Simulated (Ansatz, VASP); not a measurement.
## KMgH3: VASP beside Ansatz

File INCAR:

```
PREC     = Accurate       # precision mode
ENCUT    = 520            # plane-wave cutoff, eV
EDIFF    = 1E-7           # SCF threshold, eV
ISMEAR   = 0              # smearing method
SIGMA    = 0.05           # smearing width, eV
LREAL    = F              # projectors in reciprocal space
LASPH    = T              # aspherical terms in the spheres
NELM     = 100            # most SCF steps
ALGO     = Normal         # electronic algorithm
ISIF     = 2              # what is computed and relaxed
LWAVE    = F              # write WAVECAR
LCHARG   = F              # write CHGCAR
GGA      = CA             # functional
NBANDS   = 15             # bands
```

The input KPOINTS:

```
Automatic mesh
0
Gamma
  8 8 8
```

The input POSCAR:

```
KMgH3
1.0
    4.0250000000      0.1509375000      0.0000000000
    0.1509375000      4.0250000000      0.0000000000
    0.0000000000      0.0000000000      4.0250000000
K Mg H
1 1 3
Direct
    0.0000000000      0.0000000000      0.0000000000
    0.5000000000      0.5000000000      0.5000000000
    0.0000000000      0.5000000000      0.5000000000
    0.5000000000      0.0000000000      0.5000000000
    0.5000000000      0.5000000000      0.0000000000
```

Input for Ansatz:

```yaml
crystal:
  lattice:
    - [4.025, 0.1509375, 0.0]
    - [0.1509375, 4.025, 0.0]
    - [0.0, 0.0, 4.025]
  atoms:
    - { symbol: K, position: [0.0, 0.0, 0.0] }
    - { symbol: Mg, position: [0.5, 0.5, 0.5] }
    - { symbol: H, position: [0.0, 0.5, 0.5] }
    - { symbol: H, position: [0.5, 0.0, 0.5] }
    - { symbol: H, position: [0.5, 0.5, 0.0] }
basis:
  ecutwfc: 420
kpoints:
  mp_grid: { grid: [8, 8, 8] }
hamiltonian:
  xc: lda
scf:
  occupations: { method: gaussian, width: 0.05 }
output:
  forces: true
  stress: true
  eigenvalues: true
```

Change from the starting cell: strain +0.0750 x Voigt [0, 0, 0, 0, 0, 1], atoms carried along.

Alike in both runs: task single point; functional LDA; k mesh 8 × 8 × 8; occupations gaussian, width 0.05 eV; no spin polarisation.

```csv
,VASP,Ansatz
version,VASP 6.6.1,Ansatz 0.2.0
potentials or method,"VASP PAW LDA potentials, release 64 (K_sv, Mg, H)","scalar-relativistic, plane waves, PAW"
plane-wave cutoff (eV),520,420
valence electrons in the cell,14,22
```

|  | VASP | Ansatz | Ansatz less VASP |
| --- | --- | --- | --- |
| gap on the k mesh at the Fermi level (eV) | 2.00 | 2.00 | +0.003 |
| least direct gap on the mesh (eV) | 3.94 | 3.94 | -0.003 |
| pressure (GPa) | -3.1 | -2.8 | +0.26 |
| largest component of the traceless stress (GPa) | 2.74 | 2.70 | -0.037 |

The two sets of potentials don't hold the same shells in valence.

A k mesh can miss the band edges.
